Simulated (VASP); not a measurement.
Here is the system:

```xyz
2
Lattice="0.0000 2.9352 2.9352 2.9352 0.0000 2.9352 2.9352 2.9352 0.0000" Properties=species:S:1:pos:R:3 pbc="T T T"
Zn     0.0000     0.0000     0.0000
Se     1.4676     1.4676     1.4676
```

Level of theory: RPBE GGA, VASP's PBE PAW potentials (set 64) (plane waves; VASP 6.6.1). Run with 520 eV cut-off, 8×8×8 Γ-centred mesh, Gaussian smearing of 0.050 eV, potentials Zn Se.

Task: The job: ZnSe (zinc blende), 2 atoms, RPBE, static run, 520 eV, 8×8×8 Γ-centred mesh. Roughly how much core time does it take on a busy server core?

Result: About 30 core-seconds (one run on a shared machine, a rough figure). It had 29 irreducible k-points, 13 bands, up to 1380 plane waves and 15 electronic steps.

The compound is ZnSe in the zinc blende structure. This cell is one point of a volume scan, at 1.03 of the reference volume.
